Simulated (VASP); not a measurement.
# CsSrF3 (Pm-3m) in VASP: further runs, part 2 of 2

VASP 6.6.1. The steps go on from the part before.

### Step 3. Single point, LDA

Input file INCAR:

```
  PREC = Accurate
  ENCUT = 520
  EDIFF = 1E-7
  ISMEAR = 0
  SIGMA = 0.02
  LREAL = False
  LASPH = True
  NELM = 100
  ALGO = Normal
  ISIF = 2
  LWAVE = False
  LCHARG = True
  GGA = CA
  LELF = True
  LVHAR = True
  NBANDS = 28
```

Input file KPOINTS:

```
regular mesh
0
Gamma
  6 6 6
```

Input file POSCAR:

```
CsSrF3
1.0
    4.6482766144      0.0000000000      0.0000000000
    0.0000000000      4.6482766144      0.0000000000
    0.0000000000      0.0000000000      4.6482766144
Cs Sr F
1 1 3
Direct
    0.0000000000      0.0000000000      0.0000000000
    0.5000000000      0.5000000000      0.5000000000
    0.0000000000      0.5000000000      0.5000000000
    0.5000000000      0.0000000000      0.5000000000
    0.5000000000      0.5000000000      0.0000000000
```

Potentials or basis: VASP PAW LDA potentials, release 64 (Cs_sv, Sr_sv, F).

Started as:

```console
$ cat potpaw_LDA.64/Cs_sv/POTCAR potpaw_LDA.64/Sr_sv/POTCAR potpaw_LDA.64/F/POTCAR > POTCAR
$ mpirun -np 1 vasp_std > vasp.out
```

OUTCAR:

```text
PREC = Accurate
   ENCUT = 520
   EDIFF = 1E-7
   ISMEAR = 0
   LREAL = False
   LASPH = True
   NELM = 100
   ISIF = 2
   GGA = CA

 ion  position               nearest neighbor table
   1  0.000  0.000  0.000-   2 4.03   2 4.03   2 4.03   2 4.03   2 4.03   2 4.03   2 4.03   2 4.03

   2  0.500  0.500  0.500-   3 2.32   4 2.32   5 2.32   5 2.32   4 2.32   3 2.32   1 4.03   1 4.03
                             1 4.03   1 4.03   1 4.03   1 4.03   1 4.03   1 4.03
   3  0.000  0.500  0.500-   2 2.32   2 2.32
   4  0.500  0.000  0.500-   2 2.32   2 2.32
   5  0.500  0.500  0.000-   2 2.32   2 2.32

  LATTYP: Found a simple cubic cell.
 ALAT       =     4.6482766144

  Lattice vectors:

 A1 = (   4.6482766144,   0.0000000000,   0.0000000000)
 A2 = (   0.0000000000,   4.6482766144,   0.0000000000)
 A3 = (   0.0000000000,   0.0000000000,   4.6482766144)

Analysis of symmetry for initial positions (statically):
=====================================================================
 Subroutine PRICEL returns:
 Original cell was already a primitive cell.

 Routine SETGRP: Setting up the symmetry group for a
 simple cubic supercell.

 Subroutine GETGRP returns: Found 48 space group operations
 (whereof 48 operations were pure point group operations)
 out of a pool of 48 trial point group operations.

The static configuration has the point symmetry O_h .

Analysis of symmetry for dynamics (positions and initial velocities):
=====================================================================
 Subroutine PRICEL returns:
 Original cell was already a primitive cell.

 Routine SETGRP: Setting up the symmetry group for a
 simple cubic supercell.

 Subroutine GETGRP returns: Found 48 space group operations
 (whereof 48 operations were pure point group operations)
 out of a pool of 48 trial point group operations.

The dynamic configuration has the point symmetry O_h .

 Subroutine INISYM returns: Found 48 space group operations
 (whereof 48 operations are pure point group operations),
 and found     1 'primitive' translations

----------------------------------------------------------------------------------------

                                     Primitive cell

  volume of cell :     100.4329

  direct lattice vectors                    reciprocal lattice vectors
     4.648276614  0.000000000  0.000000000     0.215133496  0.000000000  0.000000000
     0.000000000  4.648276614  0.000000000     0.000000000  0.215133496  0.000000000
     0.000000000  0.000000000  4.648276614     0.000000000  0.000000000  0.215133496

  length of vectors
     4.648276614  4.648276614  4.648276614     0.215133496  0.215133496  0.215133496

  position of ions in fractional coordinates (direct lattice)
     0.000000000  0.000000000  0.000000000
     0.500000000  0.500000000  0.500000000
     0.000000000  0.500000000  0.500000000
     0.500000000  0.000000000  0.500000000
     0.500000000  0.500000000  0.000000000

  ion indices of the primitive-cell ions
   primitive index   ion index
                 1           1
                 2           2
                 3           3
                 4           4
                 5           5

[... 27 lines left out ...]
            Coordinates               Weight
  0.000000  0.000000  0.000000      1.000000
  0.166667  0.000000  0.000000      6.000000
  0.333333  0.000000  0.000000      6.000000
  0.500000  0.000000  0.000000      3.000000
  0.166667  0.166667  0.000000     12.000000
  0.333333  0.166667  0.000000     24.000000
[... 12 lines left out ...]
  0.500000  0.500000  0.333333      6.000000
  0.500000  0.500000  0.500000      1.000000
   k-points           NKPTS =     20   k-points in BZ     NKDIM =     20   number of bands    NBANDS=     28
   number of dos      NEDOS =    301   number of ions     NIONS =      5
   total plane-waves  NPLWV =  46656
   dimension x,y,z NGX =    36 NGY =   36 NGZ =   36
   dimension x,y,z NGXF=    72 NGYF=   72 NGZF=   72
   ions per type =               1   1   3
   NGX,Y,Z   is equivalent  to a cutoff of  12.88, 12.88, 12.88 a.u.
   NGXF,Y,Z  is equivalent  to a cutoff of  25.75, 25.75, 25.75 a.u.
 SYSTEM =  unknown system
   PREC   = accura    normal or accurate (medium, high low for compatibility)
   ISTART =      0    job   : 0-new  1-cont  2-samecut
   ICHARG =      2    charge: 1-file 2-atom 10-const
   ISPIN  =      1    spin polarized calculation?
   LNONCOLLINEAR =      F non collinear calculations
   LSORBIT =      F    spin-orbit coupling
   LASPH  =      T    aspherical Exc in radial PAW
   ENCUT  =  520.0 eV  38.22 Ry    6.18 a.u.   8.64  8.64  8.64*2*pi/ulx,y,z
   NELM   =    100;   NELMIN=  2; NELMDL= -5     # of ELM steps
   EDIFF  = 0.1E-06   stopping-criterion for ELM
   LREAL  =      F    real-space projection
   EDIFFG = 0.1E-05   stopping-criterion for IOM
   NSW    =      0    number of steps for IOM
   IBRION =     -1    ionic relax: 0-MD 1-quasi-New 2-CG
   NFREE  =      0    steps in history (QN), initial steepest desc. (CG)
   ISIF   =      2    stress and relaxation
   ISYM   =      2    0-nonsym 1-usesym 2-fastsym
   POTIM  = 0.5000    time-step for ionic-motion
   TEBEG  =    0.0;   TEEND  =   0.0 temperature during run
   PSTRESS=    0.0 pullay stress
   NELECT =      40.0000    total number of electrons
   NUPDOWN=      -1.0000    fix difference up-down
   EMIN   =  10.00;   EMAX   =-10.00  energy-range for DOS
   EFERMI =   0.00;   METHOD = LEGACY
   ISMEAR =     0;   SIGMA  =   0.02  broadening in eV -4-tet -1-fermi 0-gaus
   EFERMI_NEDOS =   21; number of points for ismear=-14 and -15
   IALGO  =     38    algorithm
   IMIX   =      4    mixing-type and parameters
     AMIX     =   0.40;   BMIX     =  1.00
     AMIX_MAG =   1.60;   BMIX_MAG =  1.00
  volume/ion in A,a.u.               =      20.09       135.55
  Fermi-wavevector in a.u.,A,eV,Ry     =   1.204489  2.276154 19.739250  1.450794
  Thomas-Fermi vector in A             =   2.340213
   LORBIT       =      0    0 simple, 1 ext, 2 COOP (PROOUT), +10 PAW based schemes
   GGA     = CA    functional components
   LHFCALC =     F    Hartree Fock is set to
   AEXX    =    0.0000 exact exchange contribution
   IVDW    =     0    specifies the selected vdW correction
   LEPSILON=     F    determine dielectric tensor
   LRPA    =     F    only Hartree local field effects (RPA)
 non-spin polarized calculation
 Gauss-broadening in eV      SIGMA  =   0.02
  energy-cutoff  :      520.00
  volume of cell :      100.43
 maximum number of plane-waves:      2730
 NGX is ok and might be reduce to    36
   NGX = 17   NGY = 17   NGZ = 17

 number of electron      40.0000021 magnetization

 Free energy of the ion-electron system (eV)
  ---------------------------------------------------
  ext. energy  EPLUGINS =         0.00000000
  ---------------------------------------------------
  free energy    TOTEN  =       -27.18418682 eV

  energy without entropy =      -27.18418682  energy(sigma->0) =      -27.18418682

 E-fermi :  -1.9786     XC(G=0):  -9.4244

 val. band max:       -2.1029217376   @ k =   0.0000   0.0000   0.0000
 cond. band min:       4.1841617701   @ k =   0.0000   0.0000   0.0000
 fundamental gap:      6.2870835076
 Fermi energy:        -1.9785983393

 k-point     1 :       0.0000    0.0000    0.0000
  band No.  band energies     occupation
      1     -31.4472      2.00000
      2     -20.8816      2.00000
      3     -20.8232      2.00000
      4     -20.8232      2.00000
      5     -19.7184      2.00000
      6     -13.9551      2.00000
[... 609 lines left out ...]
     27       9.9066      0.00000
     28       9.9647      0.00000

------------------------ aborting loop because EDIFF is reached ----------------------------------------

  FORCE on cell =-STRESS in cart. coord.  units (eV):
  Direction    XX          YY          ZZ          XY          YZ          ZX
  --------------------------------------------------------------------------------------
  -------------------------------------------------------------------------------------
  Total        0.2318236      0.2318236      0.2318236     -0.0000000     -0.0000000     -0.0000000
  in kB        3.6982164      3.6982164      3.6982164     -0.0000000     -0.0000000     -0.0000000
  external PRESSURE =       3.6982164 kB  Pullay stress =       0.0000000 kB

 VOLUME and BASIS-vectors are now :
 -----------------------------------------------------------------------------
  energy-cutoff  :      520.00
  volume of cell :      100.43
      direct lattice vectors                 reciprocal lattice vectors
     4.648276614  0.000000000  0.000000000     0.215133496  0.000000000  0.000000000
     0.000000000  4.648276614  0.000000000     0.000000000  0.215133496  0.000000000
     0.000000000  0.000000000  4.648276614     0.000000000  0.000000000  0.215133496

 POSITION                                       TOTAL-FORCE (eV/Angst)
 -----------------------------------------------------------------------------------
      0.00000      0.00000      0.00000         0.000000      0.000000      0.000000
      2.32414      2.32414      2.32414         0.000000      0.000000      0.000000
      0.00000      2.32414      2.32414         0.000000      0.000000      0.000000
      2.32414      0.00000      2.32414         0.000000      0.000000      0.000000
      2.32414      2.32414      0.00000         0.000000      0.000000      0.000000
 -----------------------------------------------------------------------------------
    total drift:                                0.000000      0.000000      0.000000

  FREE ENERGIE OF THE ION-ELECTRON SYSTEM (eV)
  ---------------------------------------------------
  free  energy   TOTEN  =       -27.1841868215 eV

  energy  without entropy=      -27.1841868215  energy(sigma->0) =      -27.18418682
```

Wall time 38 s (1 thread of Intel Xeon Platinum 8259CL at 2.50GHz (Skylake/Cascade Lake), shared host); peak memory 0.2 GiB.

What came out:

```yaml
Free_energy: -27.1842 eV
Pressure: 0.4 GPa
Band_gap_on_the_k_mesh: 6.29 eV, direct
```

Levels at points of the mesh, in eV from the valence-band top:
```csv
k point,band 16,band 17,band 18,band 19,band 20,band 21,band 22,band 23,band 24,band 25
"(0.00, 0.00, 0.00)",-0.36,-0.36,0.00,0.00,0.00,6.29,7.55,7.55,8.55,8.55
"(0.50, 0.00, 0.00)",-0.67,-0.59,-0.59,0.00,0.00,7.92,8.44,9.49,9.53,10.19
"(0.50, 0.50, 0.00)",-0.84,-0.38,-0.38,-0.19,-0.01,8.20,8.67,9.04,9.04,10.96
"(0.50, 0.50, 0.50)",-0.77,-0.77,-0.18,-0.18,-0.18,8.47,8.47,8.47,10.66,10.66
```

Caveat: spin-orbit coupling is left out, which moves the levels of the heavy elements. A k mesh can miss the band edges.

### Step 4. Relaxation of cell and atoms, LDA

This run uses another cell than the first one, of 21.61 Å³/atom, 1.076 times its volume.

Input file INCAR:

```
SYSTEM = CsSrF3
PREC = Accurate
ENCUT = 600
EDIFF = 1E-6
ISMEAR = 0
SIGMA = 0.02
LREAL = .False.
LASPH = .True.
NELM = 100
ALGO = Normal
ISIF = 3
LWAVE = .False.
LCHARG = .False.
GGA = CA
IBRION = 2
NSW = 100
EDIFFG = -0.005
```

Input file KPOINTS:

```
regular mesh
0
Gamma
  6 6 6
  0 0 0
```

POSCAR, as its differences from that of step 3:

```diff
@@ -2,5 +2,5 @@
 1.0
-    4.6482766144      0.0000000000      0.0000000000
-    0.0000000000      4.6482766144      0.0000000000
-    0.0000000000      0.0000000000      4.6482766144
+    4.7632470100      0.0000000000      0.0000000000
+    0.0000000000      4.7632470100      0.0000000000
+    0.0000000000      0.0000000000      4.7632470100
 Cs Sr F
```

Started as:

```console
$ cat potpaw_LDA.64/Cs_sv/POTCAR potpaw_LDA.64/Sr_sv/POTCAR potpaw_LDA.64/F/POTCAR > POTCAR
$ mpirun -np 1 vasp_std > vasp.out
```

Wall time 94 s (1 thread of Intel Xeon Platinum 8259CL at 2.50GHz (Skylake/Cascade Lake), shared host); peak memory 0.25 GiB.

Results (log left out):

```
Free energy                            : -27.2039 eV
Relaxed volume                         : 20.19 Å³/atom
Relaxed cell                           : a = 4.657 Å, b = 4.657 Å, c = 4.657 Å, α = 90.00°, β = 90.00°, γ = 90.00°
Space group after relaxing (to 0.05 Å) : Pm-3m (No. 221)
Energy gained by relaxing              : 14.7 meV/atom
Ionic steps                            : 3
Pressure after relaxing                : 0.0 GPa
Band gap on the k mesh                 : 6.27 eV, direct
```

The path:
| step | energy change (eV) | largest force (eV/Å) | pressure (GPa) | volume (Å³) |
| --- | --- | --- | --- | --- |
| 1 | 0.0000 | 0.0000 | -3.06 | 108.07 |
| 2 | -0.0723 | 0.0000 | -0.42 | 101.74 |
| 3 | -0.0734 | 0.0000 | -0.03 | 100.97 |

Final structure:
```
CELL_PARAMETERS angstrom
4.65655 0.00000 0.00000
0.00000 4.65655 0.00000
0.00000 0.00000 4.65655
ATOMIC_POSITIONS crystal
Cs 0.00000 0.00000 0.00000
Sr 0.50000 0.50000 0.50000
F 0.00000 0.50000 0.50000
F 0.50000 0.00000 0.50000
F 0.50000 0.50000 0.00000
```

Levels at points of the mesh, in eV from the valence-band top:
| k point | band 16 | band 17 | band 18 | band 19 | band 20 | band 21 | band 22 | band 23 | band 24 |
| --- | --- | --- | --- | --- | --- | --- | --- | --- | --- |
| (0.00, 0.00, 0.00) | -0.36 | -0.36 | 0.00 | 0.00 | 0.00 | 6.27 | 7.55 | 7.55 | 8.55 |
| (0.50, 0.00, 0.00) | -0.65 | -0.58 | -0.58 | 0.00 | 0.00 | 7.91 | 8.44 | 9.49 | 9.50 |
| (0.50, 0.50, 0.00) | -0.83 | -0.36 | -0.36 | -0.17 | -0.01 | 8.19 | 8.66 | 9.03 | 9.03 |
| (0.50, 0.50, 0.50) | -0.76 | -0.76 | -0.16 | -0.16 | -0.16 | 8.47 | 8.47 | 8.47 | 10.64 |

Caveat: spin-orbit coupling is left out, which moves the levels of the heavy elements. A hybrid or GW would open this gap; LDA tends to underestimate it.

### Step 5. Summary

```csv
task,cell,cutoff (eV),smearing,gap on the mesh (eV),pressure (GPa)
single point,"Pm-3m, 20.09 Å³/atom",520,gaussian 0.05 eV,6.29,0.4
single point,"Pm-3m, 20.09 Å³/atom",520,gaussian 0.02 eV,6.29,0.4
relaxation of cell and atoms,relaxed,600,gaussian 0.02 eV,6.27,0.0
```

Alike in all rows: level LDA; potentials or basis VASP PAW LDA potentials, release 64 (Cs_sv, Sr_sv, F); no spin polarisation; k mesh 6 × 6 × 6.

Caveats: spin-orbit coupling is left out, which moves the levels of the heavy elements.

Absolute energies hang on the potentials; compare differences alone.
